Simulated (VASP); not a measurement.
# Hf3SnS4: relaxation of cell and atoms with PBE

Crystal: Hf3SnS4.

```
Hf Sn S
1.0
     0.00000    4.45163    4.45163
     4.45163    0.00000    4.45163
     4.45163    4.45163    0.00000
Hf Sn S
3 1 4
Direct
  0.75000 0.75000 0.75000
  0.00000 0.00000 0.00000
  0.50000 0.50000 0.50000
  0.25000 0.25000 0.25000
  0.12454 0.62639 0.12454
  0.12454 0.12454 0.12454
  0.62639 0.12454 0.12454
  0.12454 0.12454 0.62639
```

The cell was built by a generator and needn't be a form met in nature.

| Quantity | Value |
| --- | --- |
| Program | VASP 6.6.1 |
| Task | relaxation of cell and atoms |
| Functional | PBE |
| Potentials or basis | VASP PAW PBE potentials, release 64 (Hf_pv, Sn_d, S) |
| Cutoff | 520 eV |
| k mesh | 3 × 3 × 3 |
| Occupations | gaussian, width 0.15 eV |
| Spin | no spin polarisation |
| Further INCAR settings | PREC = Normal; ALGO = Fast; EDIFF = 0.0001; IBRION = 2; EDIFFG = -0.08; NSW = 24; ISIF = 3 |

```yaml
Relaxed_volume: 41.54 Å³/atom
Relaxed_cell: a = 7.775 Å, b = 7.775 Å, c = 7.775 Å, α = 60.00°, β = 60.00°, γ = 60.00°
Space_group_after_relaxing_to_0.05_Å: F-43m (No. 216)
Energy_gained_by_relaxing: 2298.9 meV/atom
Ionic_steps: 9
Pressure_after_relaxing: 0.3 GPa
Largest_force_after_relaxing: 0.043 eV/Å
Band_gap_on_the_k_mesh: none (metal or under the smearing width)
```

Forces on the atoms (eV/Å):
```
Hf   0.000  0.000  0.000
Hf   0.000  0.000  0.000
Hf   0.000  0.000  0.000
Sn   0.000  0.000  0.000
S    0.025 -0.025  0.025
S   -0.025 -0.025 -0.025
S   -0.025  0.025  0.025
S    0.025  0.025 -0.025
```

Step by step:
```
step  energy change (eV)  largest force (eV/Å)  pressure (GPa)  volume (Å³)
   1              0.0000                0.0479           69.51       176.44
   2             -9.6697                2.1606           -5.07       550.89
   3            -18.2633                0.7027            1.52       313.24
   4            -18.2548                1.1230           -1.14       342.55
   5            -18.3105                0.9333           -0.16       329.15
   6            -18.3115                0.8795            0.14       325.46
   7            -18.3779                0.0172            0.55       326.01
   8            -18.3780                0.0204            0.58       326.00
   9            -18.3914                0.0433            0.28       332.35
```

Final structure:
```cif
data_structure
_symmetry_space_group_name_H-M 'P 1'
_symmetry_Int_Tables_number 1
_cell_length_a 7.7751
_cell_length_b 7.7751
_cell_length_c 7.7751
_cell_angle_alpha 60.000
_cell_angle_beta 60.000
_cell_angle_gamma 60.000
_cell_volume 332.35
loop_
_atom_site_label
_atom_site_type_symbol
_atom_site_fract_x
_atom_site_fract_y
_atom_site_fract_z
_atom_site_occupancy
Hf1 Hf 0.75000 0.75000 0.75000 1
Hf2 Hf 0.00000 0.00000 0.00000 1
Hf3 Hf 0.50000 0.50000 0.50000 1
Sn1 Sn 0.25000 0.25000 0.25000 1
S1 S 0.12218 0.63345 0.12218 1
S2 S 0.12218 0.12218 0.12218 1
S3 S 0.63345 0.12218 0.12218 1
S4 S 0.12218 0.12218 0.63345 1
```

Levels at points of the mesh, in eV from the Fermi level:
```tsv
k point	band 31	band 32	band 33	band 34	band 35	band 36	band 37	band 38	band 39	band 40
(0.00, 0.00, 0.00)	-1.68	-0.54	-0.30	-0.09	-0.09	-0.09	0.29	0.29	0.50	0.50
```

Run time: 4.2 min on 1 thread of Intel(R) Xeon(R) Platinum 8488C (Sapphire Rapids), on a shared host, peak memory 0.23 GiB.

Caveat: the k mesh is coarse (spacing up to 0.41 Å⁻¹), so the values aren't converged; the volume moved by over 15 % at a fixed basis, so the end points are rough; the relaxation stopped at a loose force limit of 0.08 eV/Å, so its end isn't a converged minimum. The run has no spin-orbit coupling, so splittings on Hf are missing.
